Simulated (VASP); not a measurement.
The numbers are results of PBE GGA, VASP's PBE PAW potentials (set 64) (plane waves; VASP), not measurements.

Input for VASP

**INCAR**
```
SYSTEM=Au
PREC=Accurate; ENCUT=400; LREAL=.FALSE.
LASPH=.TRUE.
EDIFF=1E-6; NELM=100; ALGO=Normal
IMIX=1; AMIX=0.05; BMIX=0.0001
LMAXMIX=6
ISMEAR=1; SIGMA=0.1
GGA=PE
ISIF=2
LWAVE=.FALSE.; LCHARG=.FALSE.
```

**POSCAR**
```
Au
1
    0.0000000000     2.0808000000     2.0808000000
    2.0808000000     0.0000000000     2.0808000000
    2.0808000000     2.0808000000     0.0000000000
Au
1
Direct
  0.0000000000   0.0000000000   0.0000000000
```

### KPOINTS
```
kpoints
0
gamma
14 14 14
```

POTCAR, in this order: Au (PBE.64 set). Program: vasp_std.

Question: What will the output report for the number of irreducible k-points (NKPTS), number of bands (NBANDS), largest plane-wave count, number of space-group operations, FFT grid (NGX, NGY, NGZ)?

Answer: 
number of irreducible k-points (NKPTS): 104
number of bands (NBANDS): 9
largest plane-wave count: 342
number of space-group operations: 48
FFT grid (NGX, NGY, NGZ): 20 × 20 × 20

The compound is Au in the fcc structure. The cell was not relaxed at this level. The run is one of a series of settings (AMIX = 0.05, BMIX = 0.0001, IMIX = 1 against the base run), some of them coarse on purpose.
